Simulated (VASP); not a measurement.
Level of theory: vdW-DF2, VASP's PBE PAW potentials (set 64) (plane waves; VASP).

VASP ran on this input.

**KPOINTS**
```
kpoints
0
gamma
 7 7 7
```

**INCAR**
```
SYSTEM = NaI
PREC = Accurate
ENCUT = 520
EDIFF = 1E-7
NELM = 100
ALGO = Normal
LREAL = .FALSE.
LASPH = .TRUE.
ISMEAR = 0
SIGMA = 0.05
GGA = ML
ZAB_VDW = -1.8867
LUSE_VDW = .TRUE.
AGGAC = 0.0
LMAXMIX = 4
LWAVE = .FALSE.
LCHARG = .FALSE.
ISIF = 2
```

File POSCAR:
```
NaI
1
    0.0000000000     3.2844556732     3.2844556732
    3.2844556732     0.0000000000     3.2844556732
    3.2844556732     3.2844556732     0.0000000000
Na I
1 1
Direct
  0.0000000000   0.0000000000   0.0000000000
  0.5000000000   0.5000000000   0.5000000000
```

POTCAR, in this order: Na_pv I (PBE.64 set). Program: vasp_std.

Output of the run:

### OSZICAR
```
       N       E                     dE             d eps       ncg     rms          rms(c)
DAV:   1     0.814866037993E+02    0.81487E+02   -0.67558E+03   440   0.111E+03
DAV:   2     0.475693412565E+01   -0.76730E+02   -0.72488E+02   473   0.232E+02
DAV:   3    -0.150806894681E+01   -0.62650E+01   -0.62285E+01   539   0.680E+01
DAV:   4    -0.167719534982E+01   -0.16913E+00   -0.16904E+00   519   0.123E+01
DAV:   5    -0.168191827144E+01   -0.47229E-02   -0.47228E-02   508   0.209E+00    0.159E+00
DAV:   6    -0.159675102185E+01    0.85167E-01   -0.13470E-01   485   0.227E+00    0.985E-01
DAV:   7    -0.158021219206E+01    0.16539E-01   -0.80630E-02   455   0.180E+00    0.506E-01
DAV:   8    -0.158014333035E+01    0.68862E-04   -0.59710E-03   473   0.914E-01    0.133E-01
DAV:   9    -0.158002380466E+01    0.11953E-03   -0.24676E-04   536   0.151E-01    0.519E-02
DAV:  10    -0.158003937688E+01   -0.15572E-04   -0.90844E-05   473   0.118E-01    0.161E-02
DAV:  11    -0.158003944121E+01   -0.64335E-07   -0.35305E-06   523   0.304E-02    0.877E-03
DAV:  12    -0.158004020773E+01   -0.76652E-06   -0.71536E-07   470   0.120E-02    0.252E-03
DAV:  13    -0.158004017166E+01    0.36069E-07   -0.11018E-07   357   0.235E-03
   1 F= -.15800402E+01 E0= -.15800402E+01  d E =-.189101E-10
```

### OUTCAR
```
------------------------ aborting loop because EDIFF is reached ----------------------------------------
  FORCE on cell =-STRESS in cart. coord.  units (eV):
  Direction    XX          YY          ZZ          XY          YZ          ZX
  --------------------------------------------------------------------------------------
  Total        0.0018640      0.0018640      0.0018640      0.0000000      0.0000000     -0.0000000
  in kB        0.0421437      0.0421437      0.0421437      0.0000000      0.0000000     -0.0000000
  external PRESSURE =       0.0421437 kB  Pullay stress =       0.0000000 kB
  volume of cell :       70.86
      direct lattice vectors                 reciprocal lattice vectors
     0.000000000  3.284455673  3.284455673    -0.152232227  0.152232227  0.152232227
     3.284455673  0.000000000  3.284455673     0.152232227 -0.152232227  0.152232227
     3.284455673  3.284455673  0.000000000     0.152232227  0.152232227 -0.152232227
  FREE ENERGIE OF THE ION-ELECTRON SYSTEM (eV)
  ---------------------------------------------------
  free  energy   TOTEN  =        -1.5800401717 eV

  energy  without entropy=       -1.5800401716  energy(sigma->0) =       -1.58004017
```
(Selected blocks of OUTCAR.)

The compound is NaI in the rock salt structure. It was relaxed first.
